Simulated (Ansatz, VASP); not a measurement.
**Be (Beryllium) in two plane-wave programs**

Aim: how closely do two programs agree when they are given the same cell, functional and k mesh? The cell is taken from a series of runs on this material, whose earlier steps may have relaxed, scaled, displaced or heated it; both programs get it as it stands.

Calculated with Ansatz 0.2.0; plane waves, with VASP 6.6.1 beside it; zone-centre phonons at LDA.

### 1. The structure

The structure is hexagonal, space group P6_3/mmc (No. 194). Conventional cell: a = 2.180 Å, b = 2.180 Å, c = 3.446 Å, α = 90.00°, β = 90.00°, γ = 120.00°. Nearest to Be lie 12 Be at 2.13 to 2.18 Å.

### 2. Ansatz: zone-centre phonons, LDA, pair 1

Ansatz runs on its PAW soft_1 files.

Second derivatives magnify differences that forces hide, and they need a tight electronic threshold.

Contents of input.yaml:

```yaml
crystal:
  lattice:
    - [2.180204725, 0.0, 0.0]
    - [-1.0901023625, 1.8881126773, 0.0]
    - [0.0, 0.0, 3.4464665804]
  atoms:
    - { symbol: Be, position: [0.3333333333, 0.6666666667, 0.25] }
    - { symbol: Be, position: [0.6666666667, 0.3333333333, 0.75] }
kpoints:
  mp_grid: { grid: [24, 24, 12] }
hamiltonian:
  xc: lda
  pseudopotentials: { kind: paw, azcp: { folder: soft_1 }, xc_functional: pbe }
scf:
  occupations: { method: methfessel_paxton, width: 0.2 }
output:
  eigenvalues: true
phonons:
  method: dfpt
```

Command:

```sh
$ ansatz run input.yaml --threads 4 --pin off --max-ram 10240MiB --backend cpu --events-out ev --progress --plain --runs-dir out
```

Numbers of over 12 decimals in the logs are rounded to 6 here.

Log:

```text
zone centre: on kpoints.mp_grid the ground state, and the responses unless they are solved on pairs of k-points, stand on 1099 of the mesh's 6912 k-points, reduced under 4 symmetry operations, with k and −k counted as one. Each operation leaves every solved displacement unchanged or reverses it
Engine: ansatz 0.2.0, aarch64-unknown-linux-gnu
Pseudopotentials: kind: paw
Pseudopotential: Be, paw, valence charge 2, recommended cutoff 420 eV (normal), soft_1/Be.paw.azcp
Functional definition: SPW92
  exchange = slater_x
  correlation = pw_c
Crystal: 2 atoms, lattice volume = 14.187 Å³
Basis set: ecut = 420 eV, 287 PW (Γ), exchange–correlation on 30×30×48 points (8 copies of the dense FFT grid, shifted against one another)
Bands: 6, of which v1, the nominal top of the filled ones, is band 2 counted from 1 (1 counted from 0)
Symmetry: 24 space group operations
k-points: 1099 of 6912 (irreducible under 4 space group operations, time reversal used)
Non-local potential: Be, projectors of the file, l = 0: 2, l = 1: 2, l = 2: 1
PAW form: soft (Blöchl's): semilocal exchange-correlation on the pseudo side does not see the compensation charge
PAW frozen core: Be, regenerated for the run's functional, and the local potential with it (the file was generated under x = pbe(κ = 0.804, μ = 0.219515), c = pbe(β = 0.066725))
PAW one-centre angular grid: Be, 110 points (default); XC on 64 Gauss nodes
Initial density: superposition of atomic densities (chi_scale 0.1, normalization cell)
Initial wavefunctions: pseudopotential atomic-orbital guess
Functional: x = slater, c = lda
SCF iter   1: F=—  HF=-176.441091 eV  |F-HF|=—  |Δ(HF+E_count)|=         —  Δρ=1.65e-2  dr2=2.67e-2  ethr=3.10e-3  ⟨swp⟩=4.6  Hψ=54101  notcnv=0
preconditioner: auto → none  [metal: Δε(μ)=0.025 eV  Ē_g=13.827 eV  σ=0.200 eV  W_gap=0.10  n_scr=2 (ndim 8)  ℏωp=19.7 eV  f_vac=0.000  D(μ)=0.20/eV (n_scr^D=0)  sad-step TF]
SCF iter   2: F=—  HF=-176.443560 eV  |F-HF|=—  |Δ(HF+E_count)|=   2.47e-3  S|Δr|=    0.00e0  Δρ=1.00e-2  dr2=1.02e-2  ethr=6.67e-4  ⟨swp⟩=1.0  Hψ=15386  notcnv=0
SCF iter   3: F=—  HF=-176.443405 eV  |F-HF|=—  |Δ(HF+E_count)|=   1.56e-4  S|Δr|=    0.00e0  Δρ=5.11e-4  dr2=2.90e-5  ethr=2.55e-4  ⟨swp⟩=1.0  Hψ=6594  notcnv=0
SCF iter   4: F=—  HF=-176.443399 eV  |F-HF|=—  |Δ(HF+E_count)|=   5.77e-6  S|Δr|=    0.00e0  Δρ=2.34e-5  dr2=5.39e-8  ethr=7.26e-7  ⟨swp⟩=1.0  Hψ=6600  notcnv=0
SCF iter   5: F=—  HF=-176.443399 eV  |F-HF|=—  |Δ(HF+E_count)|=   2.41e-8  S|Δr|=    0.00e0  Δρ=2.90e-6  dr2=6.07e-10  ethr=1.35e-9  ⟨swp⟩=2.3  Hψ=8654  notcnv=0
SCF iter   6: F=-176.443399 eV  HF=-176.443399 eV  |F-HF|=7.11e-13  |Δ(HF+E_count)|=  6.10e-11  S|Δr|=    0.00e0  Δρ=2.45e-7  dr2=5.71e-12  ethr=1.00e-12  ⟨swp⟩=4.7  Hψ=17773  notcnv=0
SCF 1 converged in 6 iterations: F = -176.443399 eV  dr2 = 5.71e-12
  greatest PAW one-centre occupation: 0.380 electrons in one spin orbital (limit 2), on the Be atom at site 1 (counted from 0), in its partial waves of l = 0
DFPT response loops at Γ: preconditioner auto → Kerker (q_TF=auto, 2.209 Å⁻¹) (partly filled bands, converged f_vac=0.000); β = 1.00, the filter's whole step (`scf.mixing.beta` (0.50) is not read by the response loops under this deck's `scf.mixing.preconditioner`; to damp them name `kerker` or `kerker_dos`, under which they read `scf.mixing.beta`, and type it under 1.00, their step now; both keys bind the ground state too); Broyden in place of MSR1
SCF converged after 6 iterations
Stability not checked: this state was not tested for a lower state beside it, because cold or Methfessel-Paxton smearing, or corrected tetrahedra, fill the levels in a way that the test cannot read (fill_not_monotonic; see scf.lower_state_search)
Free energy (F): -176.443399 eV
Harris-Foulkes:  -176.443399 eV  (|F-HF|=7.11e-13)
Internal energy: -176.442994 eV  (E = F + TS)
E sigma→0 (E₀):  -176.443298 eV
Entropy (-TS):   -0.000405 eV (-0.202 meV/atom)
Fermi energy:    8.930175 eV
--- Per-component energies (eV) ---
  E_band       = 14.515694
  E_kinetic    = 46.122973
  E_local      = 6.546285  (includes V_loc(G=0)·N_el)
  E_nonlocal   = 8.366651
  E_hartree    = 0.080779
  E_xc         = -41.674227
  E_vxc        = -43.084300  (∫ρ·V_xc dr)
  E_paw        = -109.380924  (= ΣΔE_a)
  E_vpaw       = -3.597472  (= ΣTr[D̂ρ^β])
  E_aug_tail   = -0.000001  (compensation charges beyond the density's cutoff)
  E_ewald      = -86.565105
  E_core_change = 0.060574  (= ΣΔE_core)
  E_smearing   = -0.000405  (= −TS)
  E_closure    = 0.000000  (closes the sum)
  Σ components = -176.443399   (vs F -176.443399, Δ=0.00e0)
--- Band table (eV; the first three rows and the last of 1099) ---
  k-point 0: bands = ["-2.8270", "4.0790", "10.5148", "26.1736", "26.1736", "29.2126"]
  k-point 1: bands = ["-2.7660", "3.7404", "11.0041", "26.2321", "26.2321", "29.1919"]
  k-point 2: bands = ["-2.5828", "2.9401", "12.2550", "26.4048", "26.4048", "29.1196"]
  k-point 1098: bands = ["4.8178", "4.8178", "12.7516", "12.7516", "17.4342", "17.4342"]
--- Phonons (Γ-DFPT): 2 representative perturbations + reference, on 1099 of 6912 k-points (Σ response iterations 6) ---
  k mesh reduced under 4 symmetry operations, with k and −k counted as one. Each operation leaves every solved displacement unchanged or reverses it
  ASR residual: 3.579e-5 → 0.000e0 eV/Å²; symmetrization residual: 7.105e-15 eV/Å²
  ASR residual per site (eV/Å²): 3.58e-5 3.58e-5
  Γ frequencies (cm⁻¹): 0.00 0.00 0.00 501.40 501.40 775.36
  non-analytic LO–TO correction: not included (Born effective charges unavailable; polar crystals: no LO–TO splitting at Γ)
```

In the SCF lines HF is the Harris–Foulkes energy and dr2 the Hartree energy of the density residual, in eV; the loop may stop once dr2 is under the threshold and the program's other checks hold. Hψ counts applications of the Hamiltonian.

### 3. VASP: zone-centre phonons, LDA, pair 1

The same cell, functional (in two slightly different forms), mesh and smearing now go to VASP, with its own data sets.

Lines of VASP's logs that name or quote its potential files are left out, and so is its time.

Contents of INCAR:

```
SYSTEM = Be
PREC = Accurate
ENCUT = 600
EDIFF = 1E-08
NELM = 120
ISMEAR = 1
SIGMA = 0.2
LREAL = .FALSE.
ALGO = Normal
GGA = CA
NBANDS = 8
LORBIT = 11
LWAVE = .FALSE.
LCHARG = .FALSE.
ISIF = 2
IBRION = 8
LASPH = .TRUE.
GGA_COMPAT = .FALSE.
KPAR = 2
```

Contents of POSCAR:

```
Be
1.0
    2.1802047250      0.0000000000      0.0000000000
   -1.0901023625      1.8881126773      0.0000000000
    0.0000000000      0.0000000000      3.4464665804
Be
2
Direct
    0.3333333333      0.6666666667      0.2500000000
    0.6666666667      0.3333333333      0.7500000000
```

Contents of KPOINTS:

```
Automatic mesh
0
Gamma
24 24 12
0 0 0
```

The projector-augmented-wave data sets are Be (LDA family, release 64).

Command:

```sh
$ mpirun -np 2 vasp_std
```

Log:

```text
[banner, memory and clock lines left out]
running    2 mpi-ranks, on    1 nodes
 distrk:  each k-point on    1 cores,    2 groups
 distr:  one band on    1 cores,    1 groups

 POSCAR found type information on POSCAR Be
 POSCAR found :  1 types and       2 ions
 LDA part: xc-table for (Slater(with rela. corr.)+CA(PZ))
 , standard interpolation
 POSCAR, INCAR and KPOINTS ok, starting setup
 FFT: planning ... GRIDC
 FFT: planning ... GRID_SOFT
 FFT: planning ... GRID
 WAVECAR not read
 entering main loop
       N       E                     dE             d eps       ncg     rms          rms(c)
DAV:   1    -0.417928293180E+01   -0.41793E+01   -0.20624E+03  6928   0.470E+02
DAV:   2    -0.844761531263E+01   -0.42683E+01   -0.41662E+01 10832   0.474E+01
DAV:   3    -0.846075596613E+01   -0.13141E-01   -0.13127E-01  7192   0.269E+00
DAV:   4    -0.846075929931E+01   -0.33332E-05   -0.33337E-05  9872   0.471E-02
DAV:   5    -0.846075929967E+01   -0.36589E-09   -0.21047E-09  7192   0.209E-04    0.135E+00
DAV:   6    -0.841208876906E+01    0.48671E-01   -0.34684E-03  8856   0.454E-01    0.818E-01
DAV:   7    -0.839027256806E+01    0.21816E-01   -0.54495E-03  9456   0.560E-01    0.241E-02
DAV:   8    -0.839026226037E+01    0.10308E-04   -0.86595E-06  7264   0.291E-02    0.605E-03
DAV:   9    -0.839026096811E+01    0.12923E-05   -0.68809E-07  9288   0.712E-03    0.584E-04
DAV:  10    -0.839026095956E+01    0.85522E-08   -0.14498E-09  6328   0.371E-04
   1 F= -.83902610E+01 E0= -.83901263E+01  d E =-.403840E-03
 Linear response reoptimize wavefunctions to high precision
DAV:   1    -0.839026095870E+01    0.85795E-09   -0.30153E-10  7528   0.150E-04
DAV:   2    -0.839026095870E+01   -0.85265E-13   -0.84709E-13  3456   0.721E-06
 Linear response DOF=           2
 Linear response progress:
  Degree of freedom:   1/  2
       N       E                     dE             d eps       ncg     rms          rms(c)
RMM:   1    -0.763808231126E-02   -0.76381E-02   -0.32036E-03 68187   0.313E-01
RMM:   2    -0.757764260891E-02    0.60440E-04   -0.20598E-05 50503   0.281E-02    0.262E-02
RMM:   3    -0.758755790173E-02   -0.99153E-05   -0.65793E-07 50929   0.629E-03    0.157E-02
RMM:   4    -0.762229657725E-02   -0.34739E-04   -0.14734E-06 51269   0.917E-03    0.337E-04
RMM:   5    -0.762238655618E-02   -0.89979E-07   -0.17897E-09 52262   0.277E-04    0.124E-04
RMM:   6    -0.762241563269E-02   -0.29077E-07    0.59758E-10 52143   0.936E-05    0.518E-06
RMM:   7    -0.762241181873E-02    0.38140E-08    0.19961E-10 50711   0.333E-06    0.179E-06
 first order change of Fermi-energy   0.18087E-05
 force on displaced ion       1 direction 1 :  -4.173   0.001   0.000
 Linear response progress:
  Degree of freedom:   2/  2
       N       E                     dE             d eps       ncg     rms          rms(c)
RMM:   1    -0.216298831029E-01   -0.21630E-01    0.59535E-03 24385   0.713E-01
RMM:   2    -0.175646084184E-01    0.40653E-02   -0.31994E-03 16106   0.815E-02    0.124E-01
RMM:   3    -0.163659970554E-01    0.11986E-02    0.67220E-04 15966   0.102E-01    0.461E-02
RMM:   4    -0.165770194337E-01   -0.21102E-03    0.20856E-04 16301   0.584E-02    0.426E-03
RMM:   5    -0.166163871151E-01   -0.39368E-04   -0.23960E-05 17025   0.342E-03    0.787E-04
RMM:   6    -0.166155432902E-01    0.84382E-06   -0.37856E-06 16826   0.587E-04    0.749E-05
RMM:   7    -0.166150843658E-01    0.45892E-06   -0.50311E-07 17417   0.282E-05    0.137E-05
RMM:   8    -0.166150436172E-01    0.40749E-07   -0.11280E-08 17537   0.697E-06    0.851E-07
RMM:   9    -0.166150410000E-01    0.26172E-08   -0.38549E-09 12491   0.514E-07    0.183E-07
 first order change of Fermi-energy   0.70993E-05
 force on displaced ion       1 direction 3 :   0.000   0.000 -10.056
 Linear response finished
```

OUTCAR, selected parts (step 3):

```text
ion  position               nearest neighbor table
   1  0.333  0.667  0.250-   2 2.13   2 2.13   2 2.13   2 2.13   2 2.13   2 2.13
   2  0.667  0.333  0.750-   1 2.13   1 2.13   1 2.13   1 2.13   1 2.13   1 2.13

  LATTYP: Found a hexagonal cell.
 ALAT       =     2.1802047250
 C/A-ratio  =     1.5807995189

 Subroutine GETGRP returns: Found 24 space group operations
 (whereof 12 operations were pure point group operations)

The static configuration has the point symmetry D_3d.
 The point group associated with its full space group is D_6h.

 Found    427 irreducible k-points:

   k-points           NKPTS =    427   k-points in BZ     NKDIM =    427   number of bands    NBANDS=      8

   dimension x,y,z NGX =    18 NGY =   18 NGZ =   28
   dimension x,y,z NGXF=    36 NGYF=   36 NGZF=   56

   ENCUT  =  600.0 eV  44.10 Ry    6.64 a.u.   4.35  4.35  6.88*2*pi/ulx,y,z

   NELECT =       4.0000    total number of electrons

 k-points in reciprocal lattice and weights: Automatic mesh
   0.00000000  0.00000000  0.00000000       0.000
   0.04166667  0.00000000  0.00000000       0.001
   0.08333333  0.00000000  0.00000000       0.001
   0.12500000 -0.00000000  0.00000000       0.001
   0.16666667  0.00000000  0.00000000       0.001
   0.20833333 -0.00000000  0.00000000       0.001
   0.25000000 -0.00000000  0.00000000       0.001
   0.29166667  0.00000000  0.00000000       0.001
   0.33333333  0.00000000  0.00000000       0.001
[...]
0.33333333  0.29166667  0.50000000       0.002
   0.33333333  0.33333333  0.50000000       0.000

 average (electrostatic) potential at core
       1 -29.2651       2 -29.2651

  Total        0.8489705      0.8489705      0.8492494      0.0000000      0.0000000      0.0000000
  in kB       95.8746814     95.8746814     95.9061736      0.0000000      0.0000000      0.0000000
  external PRESSURE =      95.8851788 kB  Pullay stress =       0.0000000 kB

  energy-cutoff  :      600.00
  volume of cell :       14.19
      direct lattice vectors                 reciprocal lattice vectors
     2.180204725  0.000000000  0.000000000     0.458672522  0.264814704  0.000000000
    -1.090102362  1.888112677  0.000000000     0.000000000  0.529629408  0.000000000
     0.000000000  0.000000000  3.446466580     0.000000000  0.000000000  0.290152240

 POSITION                                       TOTAL-FORCE (eV/Angst)
 -----------------------------------------------------------------------------------
     -0.00000      1.25874      0.86162         0.000000      0.000000      0.000000
      1.09010      0.62937      2.58485        -0.000000     -0.000000      0.000000
 -----------------------------------------------------------------------------------
    total drift:                                0.000000     -0.000000      0.000000

 Eigenvectors and eigenvalues of the dynamical matrix
 ----------------------------------------------------

   1 f  =   23.353053 THz   146.731559 2PiTHz  778.973996 cm-1    96.580423 meV
             X         Y         Z           dx          dy          dz
     -0.000000  1.258742  0.861617     0.000000    0.000000    0.707107
      1.090102  0.629371  2.584850     0.000000    0.000000   -0.707107

   2 f  =   15.043873 THz    94.523442 2PiTHz  501.809587 cm-1    62.216431 meV
             X         Y         Z           dx          dy          dz
     -0.000000  1.258742  0.861617    -0.707107    0.000069   -0.000000
      1.090102  0.629371  2.584850     0.707107   -0.000069    0.000000

   3 f  =   15.043873 THz    94.523442 2PiTHz  501.809587 cm-1    62.216431 meV
             X         Y         Z           dx          dy          dz
     -0.000000  1.258742  0.861617     0.000069    0.707107   -0.000000
      1.090102  0.629371  2.584850    -0.000069   -0.707107    0.000000

   4 f  =    0.000000 THz     0.000000 2PiTHz    0.000000 cm-1     0.000000 meV
             X         Y         Z           dx          dy          dz
     -0.000000  1.258742  0.861617     0.000000    0.000000    0.707107
      1.090102  0.629371  2.584850     0.000000    0.000000    0.707107

   5 f/i=    0.000000 THz     0.000001 2PiTHz    0.000003 cm-1     0.000000 meV
             X         Y         Z           dx          dy          dz
     -0.000000  1.258742  0.861617     0.685994    0.171499   -0.000000
      1.090102  0.629371  2.584850     0.685994    0.171499    0.000000

   6 f/i=    0.000000 THz     0.000002 2PiTHz    0.000008 cm-1     0.000001 meV
             X         Y         Z           dx          dy          dz
     -0.000000  1.258742  0.861617     0.171499   -0.685994    0.000000
      1.090102  0.629371  2.584850     0.171499   -0.685994    0.000000

 ELASTIC MODULI CONTR FROM IONIC RELAXATION (kBar)
 Direction    XX          YY          ZZ          XY          YZ          ZX
 --------------------------------------------------------------------------------
 XX        -347.3271    347.3271      0.0000     -0.0000     -0.0000      0.0000
 YY         347.3271   -347.3271     -0.0000      0.0000      0.0000      0.0000
 ZZ           0.0000     -0.0000     -0.0000     -0.0000      0.0000      0.0000
 XY          -0.0000      0.0000     -0.0000   -347.3271      0.0000      0.0000
 YZ          -0.0000      0.0000      0.0000      0.0000     -0.0000      0.0000
 ZX           0.0000      0.0000      0.0000      0.0000      0.0000      0.0000
 --------------------------------------------------------------------------------
```

### 4. Differences

Known differences besides the potentials themselves: the two LDA forms differ slightly; the cutoff is 420 eV in Ansatz and 600 eV in VASP; VASP's log shows a relativistic correction to its local exchange, Ansatz's none. Total energies have different zeros and are not compared.

Both answers:

| quantity | Ansatz | VASP | difference |
| --- | --- | --- | --- |
| optical mode 1 to 2 (cm⁻¹) | 501.4 | 501.8 | -0.08 % |
| optical mode 3 (cm⁻¹) | 775.4 | 779.0 | -0.46 % |

Modes are paired by rising frequency, not by their patterns, so a pair may set unlike modes beside each other; they are those without the splitting of longitudinal modes.

(Continued in part 2 of 2.)

[Lines on the potential files, build, host, timing and source positions are cut from VASP's logs without a mark.]

[Logs are printed without paths, hosts, clocks, repeated set-up lines and the standing remarks that a program may print on its own settings, such as how far it seeks lower states.]

[Hosts, paths, dates, database ids (printed as entryN), source tags and the programs' standing remarks are cut or masked in the printed files.]
